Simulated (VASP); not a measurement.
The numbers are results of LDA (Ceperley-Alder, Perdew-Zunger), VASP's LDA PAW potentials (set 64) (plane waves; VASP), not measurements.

Input for VASP

KPOINTS:
```
k-points along high-symmetry lines
10
Line-mode
Reciprocal
  0.000000   0.000000   0.000000 ! GAMMA
 -0.000000   0.500000   0.000000 ! M

 -0.000000   0.500000   0.000000 ! M
 -0.333333   0.666667   0.000000 ! K

 -0.333333   0.666667   0.000000 ! K
  0.000000   0.000000   0.000000 ! GAMMA

  0.000000   0.000000   0.000000 ! GAMMA
  0.000000   0.000000   0.500000 ! A

  0.000000   0.000000   0.500000 ! A
 -0.000000   0.500000   0.500000 ! L

 -0.000000   0.500000   0.500000 ! L
 -0.333333   0.666667   0.500000 ! H

 -0.333333   0.666667   0.500000 ! H
  0.000000   0.000000   0.500000 ! A

 -0.000000   0.500000   0.500000 ! L
 -0.000000   0.500000   0.000000 ! M

 -0.333333   0.666667   0.500000 ! H
 -0.333333   0.666667   0.000000 ! K
```

POSCAR:
```
NiSb
1
    1.9404959836    -3.3610377924    -0.0000000000
    1.9404959836     3.3610377924    -0.0000000000
    0.0000000000    -0.0000000000     5.0347579482
Ni Sb
2 2
Direct
  0.0000000000   0.0000000000   0.5000000000
  0.0000000000   0.0000000000   0.0000000000
  0.3333330000   0.6666670000   0.2500000000
  0.6666670000   0.3333330000   0.7500000000
```

**INCAR**
```
! general
SYSTEM =NiSb
PREC   =Accurate
ENCUT  =520
LREAL  =F
LASPH  =T
ICHARG =11

! electronic loop
EDIFF  =1E-7
NELM   =100
ALGO   =Normal
LMAXMIX=4

! smearing
ISMEAR =0
SIGMA  =0.05

! output
LWAVE  =F
LCHARG =F
LORBIT =11
```

POTCAR, in this order: Ni Sb (LDA.64 set). Program: vasp_std. Read from the step before: CHGCAR.

The resulting files:

### OSZICAR
```
       N       E                     dE             d eps       ncg     rms          rms(c)
DAV:   1     0.165719869530E+03    0.16572E+03   -0.12736E+04  3420   0.166E+03
DAV:   2    -0.149699079684E+02   -0.18069E+03   -0.17601E+03  3462   0.326E+02
DAV:   3    -0.235459823404E+02   -0.85761E+01   -0.82645E+01  3992   0.869E+01
DAV:   4    -0.237591254098E+02   -0.21314E+00   -0.21145E+00  3753   0.127E+01
DAV:   5    -0.237663037161E+02   -0.71783E-02   -0.71737E-02  4356   0.243E+00
DAV:   6    -0.237665542493E+02   -0.25053E-03   -0.25053E-03  4369   0.375E-01
DAV:   7    -0.237665595607E+02   -0.53114E-05   -0.53110E-05  4503   0.466E-02
DAV:   8    -0.237665597807E+02   -0.21996E-06   -0.21894E-06  3292   0.595E-03
DAV:   9    -0.237665597843E+02   -0.36566E-08   -0.40142E-08  2297   0.125E-03
   1 F= -.23766560E+02 E0= -.23765078E+02  d E =-.296365E-02
```

OUTCAR:
```
 val. band max:       10.8120961634   @ k =  -0.0741   0.1481   0.5000

 cond. band min:      10.8257970459   @ k =   0.0000   0.3333   0.0000



 k-point     1 :       0.0000    0.0000    0.0000
  band No.  band energies     occupation
      1      -2.8251      2.00000
      2       2.0151      2.00000
      3       4.0296      2.00000
      4       6.3294      2.00000
      5       6.3294      2.00000
      6       7.1091      2.00000
      7       7.7540      2.00000
      8       7.7540      2.00000
      9       8.2400      2.00000
     10       8.2400      2.00000
     11       9.0827      2.00000
     12       9.0827      2.00000
     13      10.4963      2.00000
     14      11.1175      0.00000
     15      11.1175      0.00000
     16      13.0945      0.00000
     17      13.0945      0.00000
     18      13.6810      0.00000
     19      14.7344      0.00000

 k-point     2 :       0.0000    0.0556    0.0000
  band No.  band energies     occupation
      1      -2.7847      2.00000
      2       2.0111      2.00000
      3       4.0751      2.00000
      4       6.3249      2.00000
      5       6.3386      2.00000
      6       7.0968      2.00000
      7       7.7229      2.00000
      8       7.7371      2.00000
      9       8.2151      2.00000
     10       8.2473      2.00000
     11       9.0805      2.00000
     12       9.0831      2.00000
     13      10.4831      2.00000
     14      10.7725      1.83053
     15      10.9540      0.00017
     16      12.7693      0.00000
     17      13.2476      0.00000
     18      14.2426      0.00000
     19      14.6704      0.00000

 k-point     3 :       0.0000    0.1111    0.0000
  band No.  band energies     occupation
      1      -2.6641      2.00000
      2       1.9961      2.00000
      3       4.2106      2.00000
      4       6.3043      2.00000
      5       6.3658      2.00000
      6       7.0512      2.00000
      7       7.6318      2.00000
      8       7.6894      2.00000
...
```

The density is held fixed in this step, so its total energy and stress have no physical meaning. Unless said otherwise, spin-orbit coupling is left out, though it shifts the bands of the heavy elements here.

The compound is NiSb in the NiAs type structure. It was relaxed first. The run is not spin-polarised, so no magnetic state was tried.
